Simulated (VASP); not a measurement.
# TaTlH4 (F-43m) in VASP: a series of runs, part 2 of 2

VASP 6.6.1.

### 3 Relaxation of cell and atoms, PBE (species swapped into the CeMnNi4 type (F-43m, No. 216))

INCAR reads:

```
SYSTEM = TaTlH4
ALGO = Fast ; EDIFF = 1E-7
EDIFFG = -0.01 ; ENCUT = 600
GGA = PE ; IBRION = 2
ISIF = 3 ; ISMEAR = 0
LASPH = .TRUE. ; LCHARG = .FALSE.
LREAL = .FALSE. ; LWAVE = .FALSE.
NELM = 100 ; NSW = 100
PREC = Accurate ; SIGMA = 0.1
```

KPOINTS reads:

```
k-points
0
G
  10 10 10
  0 0 0
```

POSCAR reads:

```
TaTlH4
1.0
    0.0000000000      3.1467904785      3.1467904785
    3.1467904785      0.0000000000      3.1467904785
    3.1467904785      3.1467904785      0.0000000000
Ta Tl H
1 1 4
Direct
    0.7500000000      0.7500000000      0.7500000000
    0.0000000000      0.0000000000      0.0000000000
    0.3938491334      0.3938491334      0.3938491334
    0.8184525998      0.3938491334      0.3938491334
    0.3938491334      0.3938491334      0.8184525998
    0.3938491334      0.8184525998      0.3938491334
```

Potentials or basis: VASP PAW PBE potentials, release 64 (Ta_pv, Tl_d, H).

On the command line:

```sh
$ cat potpaw_PBE.64/Ta_pv/POTCAR potpaw_PBE.64/Tl_d/POTCAR potpaw_PBE.64/H/POTCAR > POTCAR
$ mpirun -np 1 vasp_std > vasp.out
```

OUTCAR:

```text
SYSTEM = TaTlH4
   EDIFF = 1E-7
   EDIFFG = -0.01
   ENCUT = 600
   GGA = PE
   IBRION = 2
   ISIF = 3
   ISMEAR = 0
   LASPH = .TRUE.
   LREAL = .FALSE.
   NELM = 100
   NSW = 100
   PREC = Accurate

 ion  position               nearest neighbor table
   1  0.750  0.750  0.750-   2 2.73   2 2.73   2 2.73   2 2.73
   2  0.000  0.000  0.000-   1 2.73   1 2.73   1 2.73   1 2.73
   3  0.394  0.394  0.394-
   4  0.818  0.394  0.394-
   5  0.394  0.394  0.818-
   6  0.394  0.818  0.394-

  LATTYP: Found a face centered cubic cell.
 ALAT       =     6.2935809570

  Lattice vectors:

 A1 = (   0.0000000000,   3.1467904785,   3.1467904785)
 A2 = (   3.1467904785,   0.0000000000,   3.1467904785)
 A3 = (   3.1467904785,   3.1467904785,   0.0000000000)

Analysis of symmetry for initial positions (statically):
=====================================================================
 Subroutine PRICEL returns:
 Original cell was already a primitive cell.

 Routine SETGRP: Setting up the symmetry group for a
 face centered cubic supercell.

 Subroutine GETGRP returns: Found 24 space group operations
 (whereof 24 operations were pure point group operations)
 out of a pool of 48 trial point group operations.

The static configuration has the point symmetry T_d .

Analysis of symmetry for dynamics (positions and initial velocities):
=====================================================================
 Subroutine PRICEL returns:
 Original cell was already a primitive cell.

 Routine SETGRP: Setting up the symmetry group for a
 face centered cubic supercell.

 Subroutine GETGRP returns: Found 24 space group operations
 (whereof 24 operations were pure point group operations)
 out of a pool of 48 trial point group operations.

The dynamic configuration has the point symmetry T_d .

 Subroutine INISYM returns: Found 24 space group operations
 (whereof 24 operations are pure point group operations),
 and found     1 'primitive' translations

----------------------------------------------------------------------------------------

                                     Primitive cell

  volume of cell :      62.3209

  direct lattice vectors                    reciprocal lattice vectors
     0.000000000  3.146790478  3.146790478    -0.158892053  0.158892053  0.158892053
     3.146790478  0.000000000  3.146790478     0.158892053 -0.158892053  0.158892053
     3.146790478  3.146790478  0.000000000     0.158892053  0.158892053 -0.158892053

  length of vectors
     4.450233773  4.450233773  4.450233773     0.275209109  0.275209109  0.275209109

  position of ions in fractional coordinates (direct lattice)
     0.750000000  0.750000000  0.750000000
     0.000000000  0.000000000  0.000000000
     0.393849133  0.393849133  0.393849133
     0.818452600  0.393849133  0.393849133
     0.393849133  0.393849133  0.818452600
     0.393849133  0.818452600  0.393849133

  ion indices of the primitive-cell ions
   primitive index   ion index
                 1           1
                 2           2
[... 55 lines left out ...]
  0.300000  0.300000  0.000000      6.000000
  0.400000  0.300000  0.000000     24.000000
 [... further k-points ...]
   k-points           NKPTS =     47   k-points in BZ     NKDIM =     47   number of bands    NBANDS=     18
   number of dos      NEDOS =    301   number of ions     NIONS =      6
   total plane-waves  NPLWV =  46656
   dimension x,y,z NGX =    36 NGY =   36 NGZ =   36
   dimension x,y,z NGXF=    72 NGYF=   72 NGZF=   72
   ions per type =               1   1   4
   NGX,Y,Z   is equivalent  to a cutoff of  13.45, 13.45, 13.45 a.u.
   NGXF,Y,Z  is equivalent  to a cutoff of  26.90, 26.90, 26.90 a.u.
 SYSTEM =  TaTlH4
   PREC   = accura    normal or accurate (medium, high low for compatibility)
   ISTART =      0    job   : 0-new  1-cont  2-samecut
   ICHARG =      2    charge: 1-file 2-atom 10-const
   ISPIN  =      1    spin polarized calculation?
   LNONCOLLINEAR =      F non collinear calculations
   LSORBIT =      F    spin-orbit coupling
   LASPH  =      T    aspherical Exc in radial PAW
   ENCUT  =  600.0 eV  44.10 Ry    6.64 a.u.   8.89  8.89  8.89*2*pi/ulx,y,z
   NELM   =    100;   NELMIN=  2; NELMDL= -5     # of ELM steps
   EDIFF  = 0.1E-06   stopping-criterion for ELM
   LREAL  =      F    real-space projection
   EDIFFG = -.1E-01   stopping-criterion for IOM
   NSW    =    100    number of steps for IOM
   IBRION =      2    ionic relax: 0-MD 1-quasi-New 2-CG
   NFREE  =      1    steps in history (QN), initial steepest desc. (CG)
   ISIF   =      3    stress and relaxation
   ISYM   =      2    0-nonsym 1-usesym 2-fastsym
   POTIM  = 0.5000    time-step for ionic-motion
   TEBEG  =    0.0;   TEEND  =   0.0 temperature during run
   PSTRESS=    0.0 pullay stress
   NELECT =      28.0000    total number of electrons
   NUPDOWN=      -1.0000    fix difference up-down
   EMIN   =  10.00;   EMAX   =-10.00  energy-range for DOS
   EFERMI =   0.00;   METHOD = LEGACY
   ISMEAR =     0;   SIGMA  =   0.10  broadening in eV -4-tet -1-fermi 0-gaus
   EFERMI_NEDOS =   21; number of points for ismear=-14 and -15
   IALGO  =     68    algorithm
   IMIX   =      4    mixing-type and parameters
     AMIX     =   0.40;   BMIX     =  1.00
     AMIX_MAG =   1.60;   BMIX_MAG =  1.00
  volume/ion in A,a.u.               =      10.39        70.09
  Fermi-wavevector in a.u.,A,eV,Ry     =   1.253862  2.369455 21.390665  1.572169
  Thomas-Fermi vector in A             =   2.387694
   LORBIT       =      0    0 simple, 1 ext, 2 COOP (PROOUT), +10 PAW based schemes
   GGA     = PE    functional components
   LHFCALC =     F    Hartree Fock is set to
   AEXX    =    0.0000 exact exchange contribution
   IVDW    =     0    specifies the selected vdW correction
   LEPSILON=     F    determine dielectric tensor
   LRPA    =     F    only Hartree local field effects (RPA)
 conjugate gradient relaxation of ions
 non-spin polarized calculation
 RMM-DIIS sequential band-by-band and
 Gauss-broadening in eV      SIGMA  =   0.10
  energy-cutoff  :      600.00
  volume of cell :       62.32
 maximum number of plane-waves:      2102
   NGX = 17   NGY = 17   NGZ = 17

--------------------------------------- Ionic step        1  -------------------------------------------

 number of electron      28.0000000 magnetization

 Free energy of the ion-electron system (eV)
  ---------------------------------------------------
  ext. energy  EPLUGINS =         0.00000000
  ---------------------------------------------------
  free energy    TOTEN  =       -20.07345550 eV

  energy without entropy =      -20.05093968  energy(sigma->0) =      -20.06219759

------------------------ aborting loop because EDIFF is reached ----------------------------------------

  FORCE on cell =-STRESS in cart. coord.  units (eV):
  Direction    XX          YY          ZZ          XY          YZ          ZX
  --------------------------------------------------------------------------------------
  -------------------------------------------------------------------------------------
  Total       -0.0392725     -0.0392725     -0.0392725      0.0000000     -0.0000000      0.0000000
  in kB       -1.0096376     -1.0096376     -1.0096376      0.0000000     -0.0000000      0.0000000
  external PRESSURE =      -1.0096376 kB  Pullay stress =       0.0000000 kB
[... 227 lines left out ...]
--------------------------------------- Ionic step        7  -------------------------------------------

 number of electron      27.9999999 magnetization

 Free energy of the ion-electron system (eV)
  ---------------------------------------------------
  ext. energy  EPLUGINS =         0.00000000
  ---------------------------------------------------
  free energy    TOTEN  =       -20.07400275 eV

  energy without entropy =      -20.05143114  energy(sigma->0) =      -20.06271695

 E-fermi :   5.2386     XC(G=0): -10.8943

 val. band max:        5.2356792916   @ k =  -0.4000   0.5000   0.1000
 cond. band min:       5.2393661979   @ k =  -0.2000   0.1000   0.0000
 fundamental gap:      0.0036869063
 Fermi energy:         5.2385618688

 k-point     1 :       0.0000    0.0000    0.0000
  band No.  band energies     occupation
      1     -30.4055      2.00000
      2     -30.4055      2.00000
      3     -30.4055      2.00000
      4      -6.8406      2.00000
      5      -6.8406      2.00000
      6      -6.8406      2.00000
[... 481 lines left out ...]
      5      -6.8571      2.00000
      6      -6.8203      2.00000
[... 10 lines left out ...]
     17       6.3758      0.00000
     18       7.7959      0.00000

 [... further k-points ...]

------------------------ aborting loop because EDIFF is reached ----------------------------------------

  FORCE on cell =-STRESS in cart. coord.  units (eV):
  Direction    XX          YY          ZZ          XY          YZ          ZX
  --------------------------------------------------------------------------------------
  -------------------------------------------------------------------------------------
  Total       -0.0484778     -0.0484778     -0.0484778     -0.0000000      0.0000000      0.0000000
  in kB       -1.2454524     -1.2454524     -1.2454524     -0.0000000      0.0000000      0.0000000
  external PRESSURE =      -1.2454524 kB  Pullay stress =       0.0000000 kB
[... 21 lines left out ...]
  FREE ENERGIE OF THE ION-ELECTRON SYSTEM (eV)
  ---------------------------------------------------
  free  energy   TOTEN  =       -20.0740027506 eV

  energy  without entropy=      -20.0514311448  energy(sigma->0) =      -20.06271695

 reached required accuracy - stopping structural energy minimisation
```

Wall time 2 min (1 thread of Intel Xeon 6975P-C (Granite Rapids), shared host); peak memory 0.27 GiB.

Results:

```yaml
Free_energy: -20.0740 eV
Relaxed_volume: 10.39 Å³/atom
Relaxed_cell: a = 4.451 Å, b = 4.451 Å, c = 4.451 Å, α = 60.00°, β = 60.00°, γ = 60.00°
Space_group_after_relaxing_to_0.05_Å: F-43m (No. 216)
Energy_gained_by_relaxing: 0.1 meV/atom
Ionic_steps: 7
Pressure_after_relaxing: -0.1 GPa
Largest_force_after_relaxing: 0.004 eV/Å
Band_gap_on_the_k_mesh: none (metal or under the smearing width)
```

Forces on the atoms (eV/Å):
```
Ta   0.000  0.000  0.000
Tl   0.000  0.000  0.000
H    0.002  0.002  0.002
H    0.002 -0.002 -0.002
H   -0.002 -0.002  0.002
H   -0.002  0.002 -0.002
```

Step by step:
```tsv
step	energy change (eV)	largest force (eV/Å)	pressure (GPa)	volume (Å³)
1	0.0000	0.0202	-0.10	62.32
2	-0.0001	0.0185	-0.01	62.26
3	-0.0002	0.0163	0.12	62.18
4	-0.0002	0.0149	0.09	62.20
5	-0.0004	0.0104	0.01	62.27
6	-0.0005	0.0017	-0.16	62.39
7	-0.0005	0.0035	-0.12	62.36
```

Final structure:
```yaml
crystal:
  lattice:
    - [0.00000, 3.14750, 3.14750]
    - [3.14750, 0.00000, 3.14750]
    - [3.14750, 3.14750, 0.00000]
  atoms:
    - { symbol: Ta, position: [0.75000, 0.75000, 0.75000] }
    - { symbol: Tl, position: [0.00000, 0.00000, 0.00000] }
    - { symbol: H, position: [0.39496, 0.39496, 0.39496] }
    - { symbol: H, position: [0.81511, 0.39496, 0.39496] }
    - { symbol: H, position: [0.39496, 0.39496, 0.81511] }
    - { symbol: H, position: [0.39496, 0.81511, 0.39496] }
```

### 4 Single point, PBE (species swapped into the CeMnNi4 type (F-43m, No. 216))

INCAR reads:

```
SYSTEM = TaTlH4
  ALGO = Normal
  EDIFF = 1E-6
  ENCUT = 520
  GGA = PE
  ISIF = 2
  ISMEAR = 0
  LASPH = .True.
  LCHARG = .False.
  LREAL = .False.
  LWAVE = .False.
  NBANDS = 23
  NELM = 100
  PREC = Accurate
  SIGMA = 0.1
```

KPOINTS reads:

```
k-points
0
Gamma
  4 4 4
  0 0 0
```

POSCAR reads:

```
TaTlH4
1.0
    0.0000000000      3.1538322170      3.1538322170
    3.1538322170      0.0000000000      3.1538322170
    3.1538322170      3.1538322170      0.0000000000
Ta Tl H
1 1 4
Direct
    0.7500000000      0.7500000000      0.7500000000
    0.0000000000      0.0000000000      0.0000000000
    0.8182706073      0.3939097976      0.3939097976
    0.3939097976      0.3939097976      0.3939097976
    0.3939097976      0.8182706073      0.3939097976
    0.3939097976      0.3939097976      0.8182706073
```

On the command line:

```sh
$ cat potpaw_PBE.64/Ta_pv/POTCAR potpaw_PBE.64/Tl_d/POTCAR potpaw_PBE.64/H/POTCAR > POTCAR
$ mpirun -np 1 vasp_std > vasp.out
```

Wall time 7.4 s (1 thread of Intel Xeon 6975P-C (Granite Rapids), shared host); peak memory 0.2 GiB.

The run converged. Its results:

```yaml
Free_energy: -20.1233 eV
Pressure: -0.2 GPa
Largest_force: 0.004 eV/Å
Band_gap_on_the_k_mesh: none (metal or under the smearing width)
```

Forces on the atoms (eV/Å):
```
Ta   0.000  0.000  0.000
Tl   0.000  0.000  0.000
H   -0.002  0.002  0.002
H   -0.002 -0.002 -0.002
H    0.002 -0.002  0.002
H    0.002  0.002 -0.002
```

Levels at points of the mesh, in eV from the Fermi level:
```csv
k point,band 11,band 12,band 13,band 14,band 15,band 16,band 17,band 18
"(0.00, 0.00, 0.00)",-2.93,-2.93,-2.05,0.03,0.03,1.00,1.00,1.00
"(0.50, 0.00, 0.00)",-2.78,-2.78,-0.76,-0.37,0.09,0.09,1.12,1.12
"(0.50, 0.50, 0.00)",-5.79,-2.65,-2.65,-0.14,0.07,0.12,0.12,3.29
```

Caveat: the k mesh is coarse (spacing up to 0.43 Å⁻¹), so the values aren't converged.

### 5 Relaxation of cell and atoms, PBE (species swapped into the CeMnNi4 type (F-43m, No. 216))

INCAR reads:

```
  PREC = Accurate
  ENCUT = 600
  EDIFF = 1E-6
  ISMEAR = 0
  SIGMA = 0.1
  LREAL = F
  LASPH = T
  NELM = 100
  ALGO = Normal
  ISIF = 3
  LWAVE = F
  LCHARG = F
  GGA = PE
  IBRION = 2
  NSW = 90
  EDIFFG = -0.04
```

KPOINTS reads:

```
regular mesh
0
Gamma
  4 4 4
```

POSCAR reads:

```
TaTlH4
1.0
    0.0000000000      3.4154015400      3.4154015400
    3.4154015400      0.0000000000      3.4154015400
    3.4154015400      3.4154015400      0.0000000000
Ta Tl H
1 1 4
Direct
    0.7500000000      0.7500000000      0.7500000000
    0.0000000000      0.0000000000      0.0000000000
    0.8713859900      0.3762046700      0.3762046700
    0.3762046700      0.3762046700      0.3762046700
    0.3762046700      0.8713859900      0.3762046700
    0.3762046700      0.3762046700      0.8713859900
```

On the command line:

```sh
$ cat potpaw_PBE.64/Ta_pv/POTCAR potpaw_PBE.64/Tl_d/POTCAR potpaw_PBE.64/H/POTCAR > POTCAR
$ mpirun -np 1 vasp_std > vasp.out
```

Run time: 65 s. Hardware: 1 thread of Intel Xeon 6975P-C (Granite Rapids), shared host; peak memory 0.24 GiB.

It converged, with:

| Property | Result |
| --- | --- |
| Free energy | -20.1258 eV |
| Relaxed volume | 10.44 Å³/atom |
| Relaxed cell | a = 4.458 Å, b = 4.458 Å, c = 4.458 Å, α = 60.00°, β = 60.00°, γ = 60.00° |
| Space group after relaxing (to 0.05 Å) | F-43m (No. 216) |
| Energy gained by relaxing | 173.7 meV/atom |
| Ionic steps | 10 |
| Pressure after relaxing | 0.0 GPa |
| Largest force after relaxing | 0.005 eV/Å |
| Band gap on the k mesh | none (metal or under the smearing width) |

Forces in eV/Å, atoms in the order of the input:
```
Ta   0.000  0.000  0.000
Tl   0.000  0.000  0.000
H    0.003 -0.003 -0.003
H    0.003  0.003  0.003
H   -0.003  0.003 -0.003
H   -0.003 -0.003  0.003
```

The path:
```tsv
step	energy change (eV)	largest force (eV/Å)	pressure (GPa)	volume (Å³)
1	0.0000	0.2512	-13.87	79.68
2	-0.8484	0.2762	-6.00	67.14
3	-0.9467	0.2791	-0.63	62.83
4	-0.9480	0.2792	0.33	62.22
5	-0.9638	0.2539	0.37	62.21
6	-1.0022	0.1776	0.48	62.16
7	-1.0391	0.0336	0.86	62.06
8	-1.0404	0.0041	0.96	62.04
9	-1.0351	0.0064	-1.82	63.90
10	-1.0423	0.0047	-0.02	62.66
```

Final structure:
```xyz
6
Lattice="0.0000 3.1524 3.1524 3.1524 0.0000 3.1524 3.1524 3.1524 0.0000" Properties=species:S:1:pos:R:3 pbc="T T T"
Ta    4.7287    4.7287    4.7287
Tl    3.1524    0.0000    3.1524
H     2.4802    3.8247    3.8247
H     2.4802    2.4802    2.4802
H     3.8247    2.4802    3.8247
H     3.8247    3.8247    2.4802
```

Levels at points of the mesh, in eV from the Fermi level:
| k point | band 12 | band 13 | band 14 | band 15 | band 16 | band 17 |
| --- | --- | --- | --- | --- | --- | --- |
| (0.00, 0.00, 0.00) | -2.93 | -2.01 | 0.02 | 0.02 | 0.99 | 0.99 |
| (0.50, 0.00, 0.00) | -2.78 | -0.76 | -0.36 | 0.09 | 0.09 | 1.13 |
| (0.50, 0.50, 0.00) | -2.66 | -2.66 | -0.14 | 0.06 | 0.12 | 0.12 |

Caveat: the k mesh is coarse (spacing up to 0.40 Å⁻¹), so the values aren't converged; the volume moved by over 15 % at a fixed basis, so the end points are rough. Spin-orbit coupling is left out, which matters for the levels of Ta, Tl.

### 6 Overview

```tsv
task	cell	k mesh	cutoff (eV)	mesh quality	gap on the mesh (eV)	pressure (GPa)	relaxed volume (Å³/atom)
single point	species swapped into the CeMnNi4 type (F-43m, No. 216)	10 × 10 × 10	520	not flagged	none	-0.1	-
relaxation of cell and atoms	relaxed from: species swapped into the CeMnNi4 type (F-43m, No. 216)	10 × 10 × 10	600	not flagged	none	-0.1	10.39
single point	species swapped into the CeMnNi4 type (F-43m, No. 216)	4 × 4 × 4	520	coarse	none	-0.2	-
relaxation of cell and atoms	relaxed from: species swapped into the CeMnNi4 type (F-43m, No. 216)	4 × 4 × 4	600	coarse	none	0.0	10.44
```

Alike in all rows: level PBE; potentials or basis VASP PAW PBE potentials, release 64 (Ta_pv, Tl_d, H); no spin polarisation; smearing gaussian 0.1 eV.

Caveats: some runs use coarse meshes; the volume moved by over 15 % at a fixed basis, so the end points are rough (some runs).

Absolute energies hang on the potentials; compare differences alone.
